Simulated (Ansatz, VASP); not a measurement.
## PtC in two plane-wave programs

One calculation is typed for both programs; each brings its own data sets. How far apart do they land? The cell is generated by rule, not measured, and may not be a known phase. The two relaxations start from unlike cells of this crystal (the structure described is Ansatz's start), so only their ends are compared.

Program: Ansatz 0.2.0. Level of theory: plane waves, with VASP 6.6.1 beside it; PBEsol. Results are calculated unless marked as measured.

The structure was built from a prototype and need not be the compound's stable phase.

## 1. Set-up

It takes space group Pmma (No. 51, orthorhombic). The conventional cell has a = 8.833 Å, b = 3.123 Å, c = 3.123 Å, α = 90.00°, β = 90.00°, γ = 90.00°. Nearest to Pt lie 6 C at 2.21 to 2.22 Å. Nearest to Pt lie 6 C at 2.05 to 2.38 Å. C has 6 Pt at 2.05 to 2.38 Å nearest. Nearest to C lie 6 Pt at 2.21 Å. Farther neighbours are not listed.

Coordinates:

```cif
data_structure
_symmetry_space_group_name_H-M 'P 1'
_symmetry_Int_Tables_number 1
_cell_length_a 3.1230
_cell_length_b 3.1230
_cell_length_c 8.8333
_cell_angle_alpha 90.000
_cell_angle_beta 90.000
_cell_angle_gamma 90.000
_cell_volume 86.15
loop_
_atom_site_label
_atom_site_type_symbol
_atom_site_fract_x
_atom_site_fract_y
_atom_site_fract_z
_atom_site_occupancy
Pt1 Pt 0.50000 0.50000 0.75000 1
Pt2 Pt 0.50000 0.50000 0.25000 1
Pt3 Pt 0.00374 0.00000 0.50000 1
Pt4 Pt 0.99626 0.00000 0.00000 1
C5 C 0.57044 0.50000 0.00000 1
C6 C 0.42956 0.50000 0.50000 1
C7 C 0.00000 0.00000 0.75000 1
C8 C 0.00000 0.00000 0.25000 1
```

## 2. VASP: relaxation of cell and atoms, PBEsol

The relaxed volume is the usual yardstick between codes: in a stiff, nearly cubic crystal its relative difference is about their pressure difference at one cell divided by the bulk modulus.

Lines of VASP's logs that name or quote its potential files are left out, and so is its time.

Contents of INCAR:

```
SYSTEM = PtC
PREC = Accurate
ENCUT = 600
EDIFF = 1E-07
NELM = 120
ISMEAR = 1
SIGMA = 0.2
LREAL = .FALSE.
ALGO = Normal
GGA = PS
NBANDS = 36
LASPH = .TRUE.
LORBIT = 11
LWAVE = .FALSE.
LCHARG = .FALSE.
ISIF = 3
IBRION = 2
NSW = 80
EDIFFG = -0.005
GGA_COMPAT = .FALSE.
NELMIN = 4
KPAR = 2
```

Contents of POSCAR:

```
PtC
1.0
    0.0000000000     -2.5375109049     -2.5375109049
    0.0000000000      2.1873899066     -2.1873899066
    8.0215055149      0.0000000000      0.0000000000
Pt C
4 4
Direct
    0.5000000000      0.5000000000      0.7500000000
    0.5000000000      0.5000000000      0.2500000000
    0.9114675868      0.0000000000      0.5000000000
    0.0885324132      0.0000000000      0.0000000000
    0.7012315983      0.5000000000      0.0000000000
    0.2987684017      0.5000000000      0.5000000000
    0.0000000000      0.0000000000      0.7500000000
    0.0000000000      0.0000000000      0.2500000000
```

Contents of KPOINTS:

```
Automatic mesh
0
Gamma
12 12 4
0 0 0
```

The projector-augmented-wave data sets are Pt and C (PBE family, release 64).

The run is started by

```console
$ mpirun -np 2 vasp_std
```

Numbers of over 12 decimals in the logs are rounded to 6 here.

Log:

```text
[banner, memory and clock lines left out]
running    2 mpi-ranks, on    1 nodes
 distrk:  each k-point on    1 cores,    2 groups
 distr:  one band on    1 cores,    1 groups

 POSCAR found type information on POSCAR PtC
 POSCAR found :  2 types and       8 ions
|                                                                             |
|               ----> ADVICE to this user running VASP <----                  |
|                                                                             |
|     You enforced a specific xc type in the INCAR file but a different       |
|     [... a line on the potential file left out ...]
|     I HOPE YOU KNOW WHAT YOU ARE DOING!                                     |
|                                                                             |

 LDA part: xc-table for (Slater+PW92), standard interpolation
 POSCAR, INCAR and KPOINTS ok, starting setup
 FFT: planning ... GRIDC
 FFT: planning ... GRID_SOFT
 FFT: planning ... GRID
 WAVECAR not read
 entering main loop
       N       E                     dE             d eps       ncg     rms          rms(c)
DAV:   1     0.349050337069E+03    0.34905E+03   -0.31142E+04 10584   0.168E+03
DAV:   2    -0.402925528803E+02   -0.38934E+03   -0.37456E+03 11884   0.341E+02
DAV:   3    -0.628089297453E+02   -0.22516E+02   -0.21656E+02 12648   0.734E+01
DAV:   4    -0.634112092763E+02   -0.60228E+00   -0.59740E+00 12080   0.123E+01
DAV:   5    -0.634233232213E+02   -0.12114E-01   -0.12105E-01 12532   0.164E+00    0.431E+01
DAV:   6    -0.572659566856E+02    0.61574E+01   -0.44298E+01 12640   0.428E+01    0.210E+01
DAV:   7    -0.560196256620E+02    0.12463E+01   -0.98038E+00 11276   0.209E+01    0.116E+01
DAV:   8    -0.558566855150E+02    0.16294E+00   -0.77385E-01 11396   0.532E+00    0.252E+00
DAV:   9    -0.558141068521E+02    0.42579E-01   -0.13242E-01 11956   0.247E+00    0.686E-01
DAV:  10    -0.558130343388E+02    0.10725E-02   -0.20971E-02 11408   0.974E-01    0.372E-01
DAV:  11    -0.558130695111E+02   -0.35172E-04   -0.81616E-04 12372   0.168E-01    0.181E-01
DAV:  12    -0.558130403159E+02    0.29195E-04   -0.14637E-04 12272   0.666E-02    0.186E-02
DAV:  13    -0.558130399996E+02    0.31628E-06   -0.12842E-05 12300   0.228E-02    0.772E-03
DAV:  14    -0.558130393242E+02    0.67540E-06   -0.15510E-06 12200   0.639E-03    0.288E-03
DAV:  15    -0.558130392043E+02    0.11992E-06   -0.34366E-07  9264   0.315E-03    0.137E-03
DAV:  16    -0.558130391733E+02    0.30926E-07   -0.63247E-08  5536   0.151E-03
   1 F= -.55813039E+02 E0= -.55814649E+02  d E =-.558130E+02
[...]
2 F= -.55813061E+02 E0= -.55814667E+02  d E =-.218342E-04
[...]
3 F= -.55813061E+02 E0= -.55814667E+02  d E =-.219937E-04
[...]
4 F= -.55813077E+02 E0= -.55814683E+02  d E =-.160381E-04
 ZBRENT: can't locate minimum, use default step
 trial-energy change:   -0.000016  1 .order   -0.000016   -0.000018   -0.000014
 step:   1.0873(harm=  1.1618)  dis= 0.00016  next Energy=   -55.813100 (dE=-0.387E-04)
 bond charge predicted
       N       E                     dE             d eps       ncg     rms          rms(c)
DAV:   1    -0.558132164968E+02   -0.13927E-03   -0.10345E-02 10596   0.550E-01    0.655E-02
DAV:   2    -0.558131277281E+02    0.88769E-04   -0.22508E-04 12436   0.969E-02    0.328E-02
DAV:   3    -0.558131052808E+02    0.22447E-04   -0.34827E-05 12092   0.345E-02    0.150E-02
DAV:   4    -0.558131005680E+02    0.47129E-05   -0.11624E-05 11744   0.197E-02    0.640E-03
DAV:   5    -0.558131005215E+02    0.46428E-07   -0.10244E-06 12000   0.569E-03    0.210E-03
DAV:   6    -0.558131004669E+02    0.54652E-07   -0.13413E-07  5508   0.328E-03
   5 F= -.55813100E+02 E0= -.55814707E+02  d E =-.392999E-04
 curvature:  -1.44 expect dE=-0.691E-05 dE for cont linesearch -0.271E-06
 trial: gam=-0.06107 g(F)=  0.178E-05 g(S)=  0.302E-05 ort = 0.559E-05 (trialstep = 0.435E+00)
 search vector abs. value=  0.474E-05
 reached required accuracy - stopping structural energy minimisation
```

Parts of OUTCAR (step 2):

```text
ion  position               nearest neighbor table
   1  0.500  0.500  0.750-   5 2.13   6 2.13   7 2.37   7 2.37   7 2.37   7 2.37   4 2.93   4 2.93
                             3 2.93   3 2.93   3 3.30   4 3.30   3 3.30   4 3.30
   2  0.500  0.500  0.250-   5 2.13   6 2.13   8 2.37   8 2.37   8 2.37   8 2.37   4 2.93   4 2.93
                             3 2.93   3 2.93   3 3.30   4 3.30   3 3.30   4 3.30
   3  0.911  0.000  0.500-   7 2.03   8 2.03   6 2.08   6 2.08   6 2.69   6 2.69   2 2.93   2 2.93
                             1 2.93   1 2.93   1 3.30   2 3.30   1 3.30   2 3.30
   4  0.089  0.000  0.000-   7 2.03   8 2.03   5 2.08   5 2.08   5 2.69   5 2.69   1 2.93   1 2.93
                             2 2.93   2 2.93   1 3.30   2 3.30   1 3.30   2 3.30
   5  0.701  0.500  0.000-   4 2.08   4 2.08   1 2.13   2 2.13   4 2.69   4 2.69
   6  0.299  0.500  0.500-   3 2.08   3 2.08   1 2.13   2 2.13   3 2.69   3 2.69
   7  0.000  0.000  0.750-   3 2.03   4 2.03   1 2.37   1 2.37   1 2.37   1 2.37
   8  0.000  0.000  0.250-   3 2.03   4 2.03   2 2.37   2 2.37   2 2.37   2 2.37

  LATTYP: Found a simple orthorhombic cell.
 ALAT       =     3.0934364721
 B/A-ratio  =     1.1600633692
 C/A-ratio  =     2.5930726515

 Subroutine GETGRP returns: Found  8 space group operations
 (whereof  4 operations were pure point group operations)

The static configuration has the point symmetry C_2v.
 The point group associated with its full space group is D_2h.

 Found    147 irreducible k-points:

   k-points           NKPTS =    147   k-points in BZ     NKDIM =    147   number of bands    NBANDS=     36

   dimension x,y,z NGX =    30 NGY =   28 NGZ =   64
   dimension x,y,z NGXF=    60 NGYF=   56 NGZF=  128

   ENCUT  =  600.0 eV  44.10 Ry    6.64 a.u.   7.17  6.18 16.02*2*pi/ulx,y,z

   NELECT =      56.0000    total number of electrons

 k-points in reciprocal lattice and weights: Automatic mesh
   0.00000000  0.00000000  0.00000000       0.002
   0.08333333  0.00000000  0.00000000       0.003
   0.16666667  0.00000000  0.00000000       0.003
   0.25000000  0.00000000  0.00000000       0.003
   0.33333333  0.00000000  0.00000000       0.003
   0.41666667  0.00000000  0.00000000       0.003
   0.50000000  0.00000000  0.00000000       0.002
   0.00000000  0.08333333  0.00000000       0.003
   0.08333333  0.08333333  0.00000000       0.007
[...]
0.41666667  0.50000000  0.50000000       0.003
   0.50000000  0.50000000  0.50000000       0.002

 average (electrostatic) potential at core
       1 -64.0829       2 -64.0829       3 -64.7998       4 -64.7998       5 -45.4998
       6 -45.4998       7 -46.1618       8 -46.1618

 E-fermi :  10.5375

 k-point     1 :       0.0000    0.0000    0.0000
  band No.  band energies     occupation
    ...
     25       8.6038      2.00000
     26       9.2070      2.00000
     27       9.3403      2.00000
     28      10.0677      2.00443
     29      10.2423      2.05745
     30      11.4020     -0.00000
     31      11.5325     -0.00000
     32      11.7246     -0.00000
     33      11.7836     -0.00000
     34      11.8373     -0.00000
    ...

 k-point     2 :       0.0833    0.0000    0.0000
  band No.  band energies     occupation
    ...
     24       8.1937      2.00000
     25       8.5814      2.00000
     26       9.4091      2.00000
     27       9.6122      2.00000
     28       9.6849      2.00000
     29      10.6025      0.48056
     30      11.2588     -0.00000
     31      11.7237     -0.00000
     32      11.8871     -0.00000
     33      11.9185     -0.00000
    ...

 k-point     3 :       0.1667    0.0000    0.0000
  band No.  band energies     occupation
    ...
     24       8.0560      2.00000
     25       8.5314      2.00000
     26       9.1798      2.00000
     27       9.6421      2.00000
     28      10.5958      0.52870
     29      10.8877     -0.03274
     30      11.0933     -0.00061
     31      12.1866     -0.00000
     32      12.3023     -0.00000
     33      12.3281     -0.00000
    ...

  Total        0.0029276      0.0156049      0.0156049      0.0000000      0.0016538      0.0000000
  in kB        0.0526822      0.2808125      0.2808125      0.0000000      0.0297597      0.0000000
  external PRESSURE =       0.2047691 kB  Pullay stress =       0.0000000 kB

  energy-cutoff  :      600.00
  volume of cell :       89.03
      direct lattice vectors                 reciprocal lattice vectors
     0.000000000 -2.540219237 -2.540219237     0.000000000 -0.196833404 -0.196833404
     0.000000000  2.185218673 -2.185218673     0.000000000  0.228810053 -0.228810053
     8.019720633  0.000000000  0.000000000     0.124692623  0.000000000  0.000000000

 POSITION                                       TOTAL-FORCE (eV/Angst)
 -----------------------------------------------------------------------------------
      6.01479     -0.17750     -2.36272        -0.000000      0.000000      0.000000
      2.00493     -0.17750     -2.36272         0.000000     -0.000000     -0.000000
      4.00986     -2.31562     -2.31562        -0.000000     -0.001735     -0.001735
      0.00000     -0.22460     -0.22460        -0.000000      0.001735      0.001735
      0.00000     -0.68848     -2.87369        -0.000000     -0.002490     -0.002490
      4.00986      0.33348     -1.85174        -0.000000      0.002490      0.002490
      6.01479     -0.00000     -0.00000        -0.000000     -0.000000     -0.000000
      2.00493      0.00000     -0.00000        -0.000000     -0.000000      0.000000
 -----------------------------------------------------------------------------------
    total drift:                               -0.000000      0.000000     -0.000000

  FREE ENERGIE OF THE ION-ELECTRON SYSTEM (eV)
  ---------------------------------------------------
  free  energy   TOTEN  =       -55.8131004669 eV

  energy  without entropy=      -55.8179189986  energy(sigma->0) =      -55.81470664

 reached required accuracy - stopping structural energy minimisation

 total charge
# of ion       s       p       d       tot
------------------------------------------
    1        0.657   0.680   8.056   9.393
    2        0.657   0.680   8.056   9.393
    3        0.758   0.769   8.103   9.630
    4        0.758   0.769   8.103   9.630
    5        0.861   1.385   0.000   2.246
    6        0.861   1.385   0.000   2.246
    7        0.878   1.334   0.000   2.212
    8        0.878   1.334   0.000   2.212
--------------------------------------------------
tot          6.307   8.338  32.317  46.962

[... 3 further parts left out ...]
```

CONTCAR:

```
PtC
   1.00000000000000
     0.0000000000000000   -2.5402192366721756   -2.5402192366721756
     0.0000000000000000    2.1852186730102519   -2.1852186730102519
     8.0197206331402295    0.0000000000000000    0.0000000000000000
  Pt              C
     4     4
Direct
     0.5000000000000000    0.5000000000000000    0.7500000000000000
     0.5000000000000000    0.5000000000000000    0.2500000000000000
     0.9115839453426142    0.0000000000000000    0.5000000000000000
     0.0884160546573857    0.0000000000000000    0.0000000000000000
     0.7011541577502725    0.5000000000000000    0.0000000000000000
     0.2988458422497275    0.5000000000000000    0.5000000000000000
     0.0000000000000000    0.0000000000000000    0.7500000000000000
     0.0000000000000000    0.0000000000000000    0.2500000000000000
```

The run keeps the 8 symmetry operations of its start, so it cannot find a distortion of lower symmetry.

[end of part 1 of 2]

[Lines on the potential files, build, host, timing and source positions are cut from VASP's logs without a mark.]

[Logs are printed without paths, hosts, clocks, repeated set-up lines and the standing remarks that a program may print on its own settings, such as how far it seeks lower states.]

[Hosts, paths, dates, database ids (printed as entryN), source tags and the programs' standing remarks are cut or masked in the printed files.]
